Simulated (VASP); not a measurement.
# Ga2H13N4F8 (a cell with a defect) in VASP: notebook

One crystal, Ga2H13N4F8 (a cell with a defect), is run at these levels: PBEsol; tasks: single point.

Everything below comes from runs of VASP 6.6.1. Logs are shortened: lines on timing, memory, paths and dates and some standing lists are left out, and cuts for length are marked.

## 1. The structure

The cell holds a defect, 27 atoms: a = 6.360 Å, b = 6.360 Å, c = 7.577 Å, α = 114.25°, β = 114.25°, γ = 65.19°.

## 2. Single point, PBEsol

File INCAR:

```
SYSTEM = Ga2H13N4F8
PREC = Accurate
ENCUT = 520
EDIFF = 1E-6
ISMEAR = -1
SIGMA = 0.05
LREAL = Auto
LASPH = .TRUE.
NELM = 80
ALGO = Fast
ISIF = 2
LWAVE = .FALSE.
LCHARG = .FALSE.
GGA = PS
NBANDS = 76
```

File KPOINTS:

```
Automatic mesh
0
G
  2 2 2
  0 0 0
```

File POSCAR:

```
Ga2H13N4F8
1.0
    5.3580880000     -3.4262370000      0.0000000000
    5.3580880000      3.4262370000      0.0000000000
   -3.6942100000      0.0000000000      6.6150590000
Ga H N F
2 13 4 8
Direct
    0.0091379095      0.0188278405      0.0161449807
    0.0078258800      0.0026014895      0.5048632219
    0.1945083506      0.2098312836      0.9234687098
    0.2821184531      0.5077887731      0.6357766424
    0.2272490662      0.2550930245      0.6053611918
    0.4512041757      0.3524953006      0.7875817888
    0.6454677645      0.8583835669      0.9375124243
    0.8680691642      0.6385462211      0.8128876855
    0.4872232583      0.2542271170      0.5637893781
    0.4138341331      0.1253543811      0.1510795293
    0.1970655024      0.3826335177      0.1558867427
    0.4530893496      0.6987524488      0.3871923138
    0.7118068663      0.6721131732      0.3214937312
    0.7081110963      0.4154868557      0.3657714920
    0.8979552423      0.6787351475      0.0499012934
    0.8271370076      0.7807304105      0.9383589776
    0.3553459180      0.3355282580      0.6447561541
    0.6188027917      0.5951033220      0.3490369474
    0.2367501529      0.1980488021      0.0771724031
    0.2839507864      0.7368383129     -0.0162205658
    0.7496667104      0.2892490569      0.0244442264
    0.0441219759      0.1113093888      0.3240787422
    0.3501269665      0.9058094835      0.6011888934
    0.9509964273      0.3254997089      0.6715586361
    0.0437994221      0.6784023407      0.3446530107
    0.6671534185      0.1286325865      0.3831107175
    0.9319347879      0.9437553363      0.7057835765
```

Potentials or basis: VASP PAW PBE potentials, release 64 (Ga_d, H, N, F).

On the command line:

```bash
cat potpaw_PBE.64/Ga_d/POTCAR potpaw_PBE.64/H/POTCAR potpaw_PBE.64/N/POTCAR potpaw_PBE.64/F/POTCAR > POTCAR
mpirun -np 1 vasp_std > vasp.out
```

OUTCAR:

```text
SYSTEM = Ga2H13N4F8
   PREC = Accurate
   ENCUT = 520
   EDIFF = 1E-6
   ISMEAR = -1
   LREAL = Auto
   LASPH = .TRUE.
   NELM = 80
   ISIF = 2
   GGA = PS

 ion  position               nearest neighbor table
   1  0.009  0.019  0.016-  21 1.82  20 1.92  19 2.00  16 2.04  27 2.08  22 2.10
   2  0.008  0.003  0.505-  25 1.89  24 1.89  22 1.89  23 1.89  26 1.92  27 1.98
   3  0.195  0.210  0.923-  19 1.11
   4  0.282  0.508  0.636-  17 1.01
   5  0.227  0.255  0.605-  17 1.02
   6  0.451  0.352  0.788-  17 0.99
   7  0.645  0.858  0.938-  16 1.05
   8  0.868  0.639  0.813-  16 1.04
   9  0.487  0.254  0.564-  17 1.07
  10  0.414  0.125  0.151-  19 1.03
  11  0.197  0.383  0.156-  19 1.05
  12  0.453  0.699  0.387-  18 1.07
  13  0.712  0.672  0.321-  18 1.03
  14  0.708  0.415  0.366-  18 1.08
  15  0.898  0.679  0.050-  16 1.11
  16  0.827  0.781  0.938-   8 1.04   7 1.05  15 1.11   1 2.04
  17  0.355  0.336  0.645-   6 0.99   4 1.01   5 1.02   9 1.07
  18  0.619  0.595  0.349-  13 1.03  12 1.07  14 1.08
  19  0.237  0.198  0.077-  10 1.03  11 1.05   3 1.11   1 2.00
  20  0.284  0.737  0.984-   1 1.92
  21  0.750  0.289  0.024-   1 1.82
  22  0.044  0.111  0.324-   2 1.89   1 2.10
  23  0.350  0.906  0.601-   2 1.89
  24  0.951  0.325  0.672-   2 1.89
  25  0.044  0.678  0.345-   2 1.89
  26  0.667  0.129  0.383-   2 1.92
  27  0.932  0.944  0.706-   2 1.98   1 2.08

  LATTYP: Found a base centered monoclinic cell.
 ALAT       =    10.7161760000
 B/A-ratio  =     0.6394514237
 C/A-ratio  =     0.7070327583
 COS(beta)  =    -0.4875758717

  Lattice vectors:

 A1 = (   5.3580880000,  -3.4262370000,   0.0000000000)
 A2 = (   5.3580880000,   3.4262370000,   0.0000000000)
 A3 = (  -3.6942100000,   0.0000000000,   6.6150590000)

Analysis of symmetry for initial positions (statically):
=====================================================================
 Subroutine PRICEL returns:
 Original cell was already a primitive cell.

 Routine SETGRP: Setting up the symmetry group for a
 base centered monoclinic supercell.

 Subroutine GETGRP returns: Found  1 space group operations
 (whereof  1 operations were pure point group operations)
 out of a pool of  4 trial point group operations.

The static configuration has the point symmetry C_1 .

Analysis of symmetry for dynamics (positions and initial velocities):
[... 147 lines left out ...]
   NSW    =      0    number of steps for IOM
   IBRION =     -1    ionic relax: 0-MD 1-quasi-New 2-CG
   NFREE  =      0    steps in history (QN), initial steepest desc. (CG)
   ISIF   =      2    stress and relaxation
   ISYM   =      2    0-nonsym 1-usesym 2-fastsym
   POTIM  = 0.5000    time-step for ionic-motion
   TEBEG  =    0.0;   TEEND  =   0.0 temperature during run
   PSTRESS=    0.0 pullay stress
   NELECT =     115.0000    total number of electrons
   NUPDOWN=      -1.0000    fix difference up-down
   EMIN   =  10.00;   EMAX   =-10.00  energy-range for DOS
   EFERMI =   0.00;   METHOD = LEGACY
   ISMEAR =    -1;   SIGMA  =   0.05  broadening in eV -4-tet -1-fermi 0-gaus
   EFERMI_NEDOS =   21; number of points for ismear=-14 and -15
   IALGO  =     68    algorithm
   IMIX   =      4    mixing-type and parameters
     AMIX     =   0.40;   BMIX     =  1.00
     AMIX_MAG =   1.60;   BMIX_MAG =  1.00
  volume/ion in A,a.u.               =       9.00        60.70
  Fermi-wavevector in a.u.,A,eV,Ry     =   1.275980  2.411252 22.151977  1.628124
  Thomas-Fermi vector in A             =   2.408662
   LORBIT       =      0    0 simple, 1 ext, 2 COOP (PROOUT), +10 PAW based schemes
   GGA     = PS    functional components
   LHFCALC =     F    Hartree Fock is set to
   AEXX    =    0.0000 exact exchange contribution
   IVDW    =     0    specifies the selected vdW correction
   LEPSILON=     F    determine dielectric tensor
   LRPA    =     F    only Hartree local field effects (RPA)
 non-spin polarized calculation
 RMM-DIIS sequential band-by-band and
  energy-cutoff  :      520.00
  volume of cell :      242.88
 maximum number of plane-waves:      6576
 NGX is ok and might be reduce to    48
   NGX = 23   NGY = 23   NGZ = 29

 number of electron     115.0000007 magnetization

 Free energy of the ion-electron system (eV)
  ---------------------------------------------------
  ext. energy  EPLUGINS =         0.00000000
  ---------------------------------------------------
  free energy    TOTEN  =      -131.41157474 eV

  energy without entropy =     -131.34608129  energy(sigma->0) =     -131.37882802

 E-fermi :  -1.6538     XC(G=0):  -8.9023

 val. band max:       -1.6540997898   @ k =   0.0000   0.5000   0.0000
 cond. band min:      -1.6516979098   @ k =   0.5000   0.0000   0.0000
 fundamental gap:      0.0024018800
 Fermi energy:        -1.6537750500

 k-point     1 :       0.0000    0.0000    0.0000
  band No.  band energies     occupation
      1     -23.1979      2.00000
      2     -22.6406      2.00000
      3     -22.4100      2.00000
      4     -22.3620      2.00000
      5     -22.2306      2.00000
      6     -22.1455      2.00000
[... 565 lines left out ...]
     68       8.2678      0.00000
     69       8.8733      0.00000
 [bands above 69 left out]

------------------------ aborting loop because EDIFF is reached ----------------------------------------

  FORCE on cell =-STRESS in cart. coord.  units (eV):
  Direction    XX          YY          ZZ          XY          YZ          ZX
  --------------------------------------------------------------------------------------
  -------------------------------------------------------------------------------------
  Total       -1.1944599     -5.3796528     -2.8040725      0.4777391     -1.4181470      4.1035362
  in kB       -7.8793644    -35.4873746    -18.4973218      3.1514502     -9.3549371     27.0693539
  external PRESSURE =     -20.6213536 kB  Pullay stress =       0.0000000 kB

 VOLUME and BASIS-vectors are now :
 -----------------------------------------------------------------------------
  energy-cutoff  :      520.00
  volume of cell :      242.88
      direct lattice vectors                 reciprocal lattice vectors
     5.358088000 -3.426237000  0.000000000     0.093316870 -0.145932695  0.052113233
     5.358088000  3.426237000  0.000000000     0.093316870  0.145932695  0.052113233
    -3.694210000  0.000000000  6.615059000     0.000000000  0.000000000  0.151170231

 POSITION                                       TOTAL-FORCE (eV/Angst)
 -----------------------------------------------------------------------------------
      0.09020      0.03320      0.10680        -0.436977     -1.044807     -0.164933
     -1.80920     -0.01790      3.33970        -1.281135      0.089898      0.028815
     -1.24500      0.05250      6.10880        -0.593252     -1.001525      2.014329
      1.88370      0.77320      4.20570         0.026617      0.942786     -0.169961
      0.34810      0.09540      4.00450         0.133926      0.001935     -0.281981
      1.39680     -0.33820      5.20990        -0.085851     -0.730881      2.369771
[... 19 lines left out ...]
      2.84860     -1.84510      2.53430        -0.540904     -0.073794     -0.260689
      7.44280      0.04050      4.66880         0.256788     -0.162921     -0.025572
 -----------------------------------------------------------------------------------
    total drift:                               -0.010266      0.006825      0.000399

  FREE ENERGIE OF THE ION-ELECTRON SYSTEM (eV)
  ---------------------------------------------------
  free  energy   TOTEN  =      -131.4115747379 eV

  energy  without entropy=     -131.3460812931  energy(sigma->0) =     -131.37882802
```

OSZICAR:

```text
N       E                     dE             d eps       ncg     rms          rms(c)
DAV:   1     0.144435247574E+04    0.14444E+04   -0.52333E+04  1460   0.183E+03
DAV:   2     0.114029458709E+03   -0.13303E+04   -0.12216E+04  1464   0.575E+02
DAV:   3    -0.125337515274E+03   -0.23937E+03   -0.23433E+03  1360   0.207E+02
DAV:   4    -0.141038040353E+03   -0.15701E+02   -0.15543E+02  1600   0.596E+01
DAV:   5    -0.141488076544E+03   -0.45004E+00   -0.44808E+00  1504   0.975E+00    0.196E+01
RMM:   6    -0.131601756942E+03    0.98863E+01   -0.26259E+01  1770   0.180E+01    0.844E+00
RMM:   7    -0.131643543931E+03   -0.41787E-01   -0.60582E+00  1997   0.824E+00    0.575E+00
RMM:   8    -0.131443546508E+03    0.20000E+00   -0.68009E-01  1995   0.338E+00    0.379E+00
RMM:   9    -0.131486960570E+03   -0.43414E-01   -0.57881E-01  1918   0.344E+00    0.214E+00
RMM:  10    -0.131414608397E+03    0.72352E-01   -0.96318E-02  1946   0.144E+00    0.689E-01
RMM:  11    -0.131409937211E+03    0.46712E-02   -0.46128E-02  1751   0.731E-01    0.303E-01
RMM:  12    -0.131410497510E+03   -0.56030E-03   -0.82793E-03  2052   0.336E-01    0.113E-01
RMM:  13    -0.131411650132E+03   -0.11526E-02   -0.33439E-03  1787   0.202E-01    0.738E-02
RMM:  14    -0.131411567112E+03    0.83020E-04   -0.44293E-04  2005   0.875E-02    0.285E-02
RMM:  15    -0.131411575792E+03   -0.86808E-05   -0.17601E-04  1864   0.505E-02    0.163E-02
RMM:  16    -0.131411573823E+03    0.19693E-05   -0.33733E-05  1835   0.220E-02    0.700E-03
RMM:  17    -0.131411574657E+03   -0.83371E-06   -0.11633E-05  1689   0.126E-02    0.312E-03
RMM:  18    -0.131411574738E+03   -0.81094E-07   -0.32503E-06  1265   0.723E-03
   1 F= -.13141157E+03 E0= -.13137883E+03  d E =-.654934E-01
```

stdout:

```text
POSCAR found type information on POSCAR GaH N F
 POSCAR found :  4 types and      27 ions
 scaLAPACK will be used
 -----------------------------------------------------------------------------
|                                                                             |
|                                                                             |
|     You enforced a specific xc type in the INCAR file but a different       |
|     I HOPE YOU KNOW WHAT YOU ARE DOING!                                     |
|                                                                             |
 -----------------------------------------------------------------------------

 LDA part: xc-table for (Slater+PW92), standard interpolation
 POSCAR, INCAR and KPOINTS ok, starting setup
 FFT: planning ... GRIDC
 FFT: planning ... GRID_SOFT
 FFT: planning ... GRID
 WAVECAR not read
 entering main loop
```

Run time: 3.5 min. Hardware: 1 thread of Intel Xeon Platinum 8488C (Sapphire Rapids), shared host; peak memory 0.39 GiB.

Results:

- Free energy: -131.4116 eV
- Pressure: -2.1 GPa
- Largest force: 3.111 eV/Å
- Band gap on the k mesh: none (metal or under the smearing width)

Forces on the atoms (eV/Å):
```
Ga  -0.437 -1.045 -0.165
Ga  -1.281  0.090  0.029
H   -0.593 -1.002  2.014
H    0.027  0.943 -0.170
H    0.134  0.002 -0.282
H   -0.086 -0.731  2.370
H    0.531 -0.685 -0.849
H   -0.192  0.772 -0.203
H   -1.029  0.289 -0.112
H    0.153 -0.510 -0.175
H   -0.782 -0.145  0.152
H    0.656 -0.887 -0.027
H   -0.095 -0.084  0.049
H    0.693  1.277 -0.179
H    1.503  1.262 -1.004
N   -1.511 -1.065  2.339
N    2.361 -0.606 -1.493
N   -1.206 -0.443  0.137
N    1.233  1.969 -2.070
F   -0.109  0.160  0.428
F   -0.069  0.804 -0.272
F    0.452 -0.292 -0.926
F   -0.398  0.230  0.341
F    0.492 -0.374  0.568
F   -0.161  0.309 -0.215
F   -0.541 -0.074 -0.261
F    0.257 -0.163 -0.026
```

Caveat: the k mesh is coarse (spacing up to 0.57 Å⁻¹), so the values aren't converged; the PAW data sets were made with another functional, which shifts forces and pressure a little; an odd number of electrons without spin polarisation forces a metal; a magnetic or distorted state may lie lower.

## 3. Single point, PBEsol

File INCAR:

```
PREC = Accurate
ENCUT = 520
EDIFF = 1E-7
ISMEAR = -1
SIGMA = 0.05
LREAL = Auto
LASPH = True
NELM = 80
ALGO = Fast
ISIF = 2
LWAVE = False
LCHARG = False
GGA = PS
NBANDS = 76
```

File KPOINTS:

```
regular mesh
0
Gamma
  2 2 2
```

File POSCAR:

```
Ga2H13N4F8
1.0
    5.3580880000     -3.4262370000      0.0000000000
    5.3580880000      3.4262370000      0.0000000000
   -3.6942100000      0.0000000000      6.6150590000
Ga H N F
2 13 4 8
Direct
    0.0235643494      0.0088543337      0.0099621183
   -0.0050238359      0.0046369085      0.5072063605
    0.2029968604      0.3199181358      1.0239062116
    0.3572749347      0.4607412156      0.5870544768
    0.2256458352      0.3023772463      0.6254365985
    0.4839895815      0.3545764673      0.7873701504
    0.6952633893      0.8440271789      0.9924325694
    0.7769138062      0.6995111047      0.7725101167
    0.5074995691      0.1752400085      0.5522097384
    0.4314454832      0.1055194016      0.1798774584
    0.2064356575      0.3416277064      0.2598313938
    0.4551111506      0.7363234543      0.4496256194
    0.7072214318      0.6483521825      0.3420982337
    0.6263535525      0.4206760118      0.3458321385
    0.9183594954      0.6381687205     -0.0351319618
    0.8217794304      0.7919507875      0.9280491678
    0.3772722633      0.3219929583      0.6322392589
    0.5746446659      0.6075087089      0.3617503638
    0.2473767279      0.2030423750      0.1145265673
    0.2788528593      0.7448451418     -0.0262129181
    0.7710267187      0.3249104693      0.0223127262
    0.0007194291      0.0852436462      0.2901561422
    0.3533903813      0.9027686059      0.6031087553
    0.9881809447      0.3145556233      0.6998728205
    0.0527687937      0.6852994680      0.3726195035
    0.6531808215      0.1440800208      0.3797547384
    0.9273329951      0.9359138376      0.6811579458
```

Potentials or basis: VASP PAW PBE potentials, release 64 (Ga_d, H, N, F).

On the command line:

```bash
cat potpaw_PBE.64/Ga_d/POTCAR potpaw_PBE.64/H/POTCAR potpaw_PBE.64/N/POTCAR potpaw_PBE.64/F/POTCAR > POTCAR
mpirun -np 1 vasp_std > vasp.out
```

It took 4.3 min on 1 thread of Intel Xeon Platinum 8488C (Sapphire Rapids), shared host; peak memory 0.39 GiB.

The run converged. Its results:

| Property | Result |
| --- | --- |
| Free energy | -130.3595 eV |
| Pressure | -0.4 GPa |
| Largest force | 4.541 eV/Å |
| Band gap on the k mesh | none (metal or under the smearing width) |

Forces in eV/Å, atoms in the order of the input:
```
Ga  -0.180  1.667 -0.203
Ga   1.309  0.135 -0.246
H   -1.182 -1.717  0.883
H    0.119  1.136  0.020
H   -1.304  0.728 -0.350
H   -0.043  0.187 -0.607
H   -1.172  2.089  0.308
H    0.284  1.173  0.613
H   -0.968  1.682  0.673
H    0.424  1.198 -1.074
H    0.016 -0.999 -2.717
H    0.047  0.372 -0.009
H   -0.865  0.368  0.074
H    0.359  0.627  0.069
H   -0.087 -1.790  1.106
N    1.128 -1.168 -1.983
N    2.814 -3.425  0.985
N    0.791 -2.050 -0.779
N    0.823  2.237  2.402
F   -0.143 -1.147  0.137
F   -0.448 -0.503 -0.612
F    0.688 -0.553  0.061
F   -0.152  0.688  0.567
F    0.457 -0.226 -0.379
F   -0.800 -0.523 -1.053
F   -0.494 -0.457  0.439
F   -1.423  0.271  1.676
```

Stress tensor (GPa, compression positive):
```
 2.34 -1.03  0.28
-1.03 -0.74 -0.59
 0.28 -0.59 -2.68
```

Levels at points of the mesh, in eV from the Fermi level:
| k point | band 54 | band 55 | band 56 | band 57 | band 58 | band 59 | band 60 | band 61 |
| --- | --- | --- | --- | --- | --- | --- | --- | --- |
| (0.00, 0.00, 0.00) | -0.86 | -0.68 | -0.63 | -0.35 | -0.03 | 4.78 | 7.71 | 8.06 |
| (0.50, 0.00, 0.00) | -0.84 | -0.75 | -0.67 | -0.30 | 0.00 | 6.10 | 6.98 | 7.60 |
| (0.00, 0.50, 0.00) | -0.84 | -0.74 | -0.70 | -0.28 | 0.00 | 6.18 | 7.03 | 7.61 |
| (0.50, 0.50, 0.00) | -0.87 | -0.73 | -0.64 | -0.57 | 0.02 | 6.62 | 7.11 | 7.51 |
| (0.00, 0.00, 0.50) | -0.85 | -0.74 | -0.65 | -0.41 | -0.05 | 6.03 | 6.21 | 7.80 |
| (0.50, 0.00, 0.50) | -0.87 | -0.72 | -0.63 | -0.33 | 0.02 | 6.51 | 6.72 | 7.74 |
| (0.00, 0.50, 0.50) | -0.86 | -0.73 | -0.70 | -0.27 | 0.01 | 6.58 | 6.72 | 7.65 |
| (0.50, 0.50, 0.50) | -0.87 | -0.75 | -0.68 | -0.49 | 0.03 | 6.41 | 6.76 | 7.71 |

Caveat: the k mesh is coarse (spacing up to 0.57 Å⁻¹), so the values aren't converged; the PAW data sets were made with another functional, which shifts forces and pressure a little; an odd number of electrons without spin polarisation forces a metal; a magnetic or distorted state may lie lower.

(Part 1 of 2 ends here.)
